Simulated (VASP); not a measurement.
Method: PBEsol GGA, VASP's PBE PAW potentials (set 64) (plane waves; VASP 6.6.1).

VASP input:

**KPOINTS**
```
Automatic
0
G
 10 10 9
0 0 0
```

INCAR:
```
ALGO = Normal
EDIFF = 1E-6
EDIFFG = -0.02
ENCUT = 500
GGA = PS
IBRION = 2
ISIF = 3
ISMEAR = 1
LASPH = .TRUE.
LCHARG = .FALSE.
LREAL = .FALSE.
LWAVE = .FALSE.
NELM = 100
NSW = 40
PREC = Accurate
PSTRESS = 200
SIGMA = 0.1
SYSTEM = P
```

### POSCAR
```
P
1.0
  1.6891313192  -4.7529279375   0.0000000000
  1.6891313192   4.7529279375   0.0000000000
  0.0000000000   0.0000000000   3.5957504018
P
4
direct
  0.1153040997   0.8846959003   0.9521919890
  0.3846959003   0.6153040997   0.4521919890
  0.6153040997   0.3846959003   0.5478080110
  0.8846959003   0.1153040997   0.0478080110
```

POTCAR, in this order: P (PBE.64 set). Program: vasp_std.

What will the output report for the number of irreducible k-points (NKPTS), largest plane-wave count, number of space-group operations, FFT grid (NGX, NGY, NGZ)?

```
Item                                          Result
--------------------------------------  ------------
number of irreducible k-points (NKPTS)           155
largest plane-wave count                        1482
number of space-group operations                   8
FFT grid (NGX, NGY, NGZ)                40 × 40 × 28
```

The compound is P in the black structure. This run relaxes it under an external pressure of 20 GPa. Symmetry was kept, so distortions that lower it aren't found.
